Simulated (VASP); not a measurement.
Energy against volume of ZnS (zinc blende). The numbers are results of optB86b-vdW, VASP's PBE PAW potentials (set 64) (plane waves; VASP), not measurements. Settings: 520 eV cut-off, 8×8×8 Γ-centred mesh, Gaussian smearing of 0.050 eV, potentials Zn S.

| V (Å³/atom) | E (eV/atom) |
|---|---|
| 18.555 | -1.17524 |
| 19.148 | -1.18965 |
| 19.740 | -1.19433 |
| 20.332 | -1.19075 |

### Question
Fit these four points and predict the energy of the run at 20.924 Å³/atom.

### Answer
A cubic in V^(−2/3), the third-order Birch-Murnaghan form, passes through the four points with V0 = 19.76 Å³/atom and B0 = 74 GPa, and gives -1.1801 eV/atom there. The run gave -1.1801 eV/atom, -0.0 meV/atom from the fit; all five points give B0 = 74 GPa.

The compound is ZnS in the zinc blende structure. It was relaxed first.
